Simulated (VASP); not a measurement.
Computed with PBEsol GGA, VASP's PBE PAW potentials (set 64) (plane waves; VASP).

VASP input:

INCAR:
```
SYSTEM = Al
PREC = Accurate; ENCUT = 500; LREAL = .FALSE.
LASPH = .TRUE.
EDIFF = 1E-6; NELM = 100; ALGO = Normal
ISMEAR = 1; SIGMA = 0.1
GGA = PS
IBRION = 2; NSW = 40; ISIF = 3
EDIFFG = -0.02; PSTRESS = 450
LWAVE = .FALSE.; LCHARG = .FALSE.
```

**POSCAR**
```
Al
1
    0.0000000000     1.8645166960     1.8645166960
    1.8645166960    -0.0000000000     1.8645166960
    1.8645166960     1.8645166960     0.0000000000
Al
1
Direct
  0.0000000000   0.0000000000   0.0000000000
```

File KPOINTS:
```
Automatic
0
gamma
17 17 17
```

POTCAR, in this order: Al (PBE.64 set). Program: vasp_std.

What VASP printed:

OSZICAR:
```
       N       E                     dE             d eps       ncg     rms          rms(c)
DAV:   1    -0.137412009222E+01   -0.13741E+01   -0.92635E+02  1770   0.328E+02
DAV:   2    -0.386785624956E+01   -0.24937E+01   -0.23508E+01  2245   0.346E+01
DAV:   3    -0.388364195642E+01   -0.15786E-01   -0.15779E-01  2100   0.335E+00
DAV:   4    -0.388368413672E+01   -0.42180E-04   -0.42213E-04  2150   0.167E-01
DAV:   5    -0.388368436833E+01   -0.23161E-06   -0.23008E-06  2180   0.100E-02    0.196E+00
DAV:   6    -0.386118766592E+01    0.22497E-01   -0.10533E-03  1850   0.226E-01    0.109E+00
DAV:   7    -0.384625798014E+01    0.14930E-01   -0.32001E-03  1815   0.380E-01    0.248E-01
DAV:   8    -0.384622251504E+01    0.35465E-04   -0.32848E-05  2315   0.578E-02    0.675E-02
DAV:   9    -0.384622207784E+01    0.43720E-06   -0.27687E-07  1815   0.554E-03
   1 F= -.20513759E+00 E0= -.20508579E+00  d E =-.205138E+00
       N       E                     dE             d eps       ncg     rms          rms(c)
DAV:   1    -0.316612113950E+01    0.68010E+00   -0.12714E+00  1990   0.877E+00    0.125E+00
DAV:   2    -0.315937041505E+01    0.67507E-02   -0.69565E-03  1805   0.802E-01    0.396E-01
DAV:   3    -0.315544624267E+01    0.39242E-02   -0.69265E-04  2075   0.191E-01    0.132E-01
DAV:   4    -0.315504894210E+01    0.39730E-03   -0.12767E-04  1955   0.805E-02    0.103E-01
DAV:   5    -0.315504539411E+01    0.35480E-05   -0.15777E-06  1955   0.136E-02    0.571E-04
DAV:   6    -0.315504538661E+01    0.75027E-08   -0.67566E-09  1010   0.828E-04
   2 F= -.11678115E+00 E0= -.11662229E+00  d E =0.883564E-01
       N       E                     dE             d eps       ncg     rms          rms(c)
DAV:   1    -0.366432970702E+01   -0.50928E+00   -0.45218E-01  1910   0.500E+00    0.733E-01
DAV:   2    -0.366157649767E+01    0.27532E-02   -0.25096E-03  1800   0.461E-01    0.257E-01
DAV:   3    -0.365992263742E+01    0.16539E-02   -0.30729E-04  2105   0.124E-01    0.723E-02
DAV:   4    -0.365978895891E+01    0.13368E-03   -0.37831E-05  1965   0.430E-02    0.593E-02
DAV:   5    -0.365978941566E+01   -0.45675E-06   -0.60654E-07  1390   0.792E-03
   3 F= -.24620816E+00 E0= -.24613945E+00  d E =-.410706E-01
       N       E                     dE             d eps       ncg     rms          rms(c)
DAV:   1    -0.365289201657E+01    0.68969E-02   -0.15205E-04  1990   0.915E-02    0.120E-02
DAV:   2    -0.365289164573E+01    0.37085E-06   -0.83588E-07  1590   0.851E-03
   4 F= -.24625572E+00 E0= -.24618292E+00  d E =-.411181E-01
```

File OUTCAR:
```
------------------------ aborting loop because EDIFF is reached ----------------------------------------
  FORCE on cell =-STRESS in cart. coord.  units (eV):
  Direction    XX          YY          ZZ          XY          YZ          ZX
  --------------------------------------------------------------------------------------
  Total        3.4023184      3.4023184      3.4023184      0.0000000      0.0000000      0.0000000
  in kB      449.4296785    449.4296785    449.4296785      0.0000000      0.0000000      0.0000000
  external PRESSURE =      -0.5703215 kB  Pullay stress =     450.0000000 kB
  volume of cell :       12.13
      direct lattice vectors                 reciprocal lattice vectors
    -0.000000000  1.823607061  1.823607061    -0.274181873  0.274181873  0.274181873
     1.823607061  0.000000000  1.823607061     0.274181873 -0.274181873  0.274181873
     1.823607061  1.823607061  0.000000000     0.274181873  0.274181873 -0.274181873
 POSITION                                       TOTAL-FORCE (eV/Angst)
 -----------------------------------------------------------------------------------
     -0.00000      1.82361      1.82361         0.000000     -0.000000     -0.000000
 -----------------------------------------------------------------------------------
    total drift:                                0.000000      0.000000     -0.000000
  FREE ENERGIE OF THE ION-ELECTRON SYSTEM (eV)
  ---------------------------------------------------
  free  energy   TOTEN  =        -3.6528916457 eV

  energy  without entropy=       -3.6526732524  energy(sigma->0) =       -3.65281885
  enthalpy is  TOTEN    =        -0.2462557199 eV   P V=        3.4066359258

 reached required accuracy - stopping structural energy minimisation
```
(Selected blocks of OUTCAR.)

File CONTCAR:
```
Al
   1.00000000000000
    -0.0000000000000000    1.8236070605856345    1.8236070605856345
     1.8236070605856345    0.0000000000000000    1.8236070605856345
     1.8236070605856345    1.8236070605856345    0.0000000000000000
  Al
     1
Direct
     1.0000000000000000    0.0000000000000000    0.0000000000000000
```

Energy and stress use the plane-wave basis of the starting cell.

The compound is Al in the fcc structure. This run relaxes it under an external pressure of 45 GPa. Symmetry was kept, so distortions that lower it aren't found.
